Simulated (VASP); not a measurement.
An input for Ansatz (written as the equivalent of a VASP run, and not itself run):

Ansatz 0.2 input:
```yaml
crystal:
  lattice:
    - [2.8600000, 0.0000000, 0.0000000]
    - [0.0000000, 2.8600000, 0.0000000]
    - [0.0000000, 0.0000000, 2.8600000]
  atoms:
    - { symbol: Al, position: [0.5000000, 0.5000000, 0.5000000] }
    - { symbol: Co, position: [0.0000000, 0.0000000, 0.0000000] }
kpoints:
  mp_grid: { grid: [11, 11, 11] }
hamiltonian:
  xc: r2scan
  pseudopotentials: { kind: paw }
scf:
  occupations: { method: methfessel_paxton, width: 0.1 }
  max_iter: 100
relax:
  max_steps: 60
  f_tol: 0.01
  cell: {}
output: { forces: true, stress: true, eigenvalues: true }
```

Problem. Translate this input to VASP (INCAR, KPOINTS, POSCAR, choice of POTCAR).

Solution. Several could match; the one computed here: 
**INCAR**
```
SYSTEM = CoAl
PREC = Accurate
ENCUT = 480
EDIFF = 1E-6
NELM = 100
ALGO = Normal
LREAL = .FALSE.
LASPH = .TRUE.
ISMEAR = 1
SIGMA = 0.1
METAGGA = R2SCAN
LMIXTAU = .TRUE.
LMAXMIX = 4
LWAVE = .FALSE.
LCHARG = .FALSE.
IBRION = 2
ISIF = 3
NSW = 60
EDIFFG = -0.01
```

File POSCAR:
```
CoAl
1.0
  2.8600000000   0.0000000000   0.0000000000
  0.0000000000   2.8600000000   0.0000000000
  0.0000000000   0.0000000000   2.8600000000
Al Co
1 1
direct
  0.5000000000   0.5000000000   0.5000000000
  0.0000000000   0.0000000000   0.0000000000
```

### KPOINTS
```
kpoints
0
Gamma
11 11 11
0 0 0
```

POTCAR, in this order: Al Co (PBE.64 set). Program: vasp_std.

The two are equivalent in intent, not identical: each code has its own PAW files, so the cut-off isn't converted (ENCUT is set for VASP's; basis.ecutwfc is left out, and Ansatz then takes the one that its files recommend); Ansatz stops its SCF on the density residual and VASP on the energy change (EDIFF).

The compound is CoAl in the CsCl type structure. This run relaxes it. Symmetry was kept, so distortions that lower it aren't found.
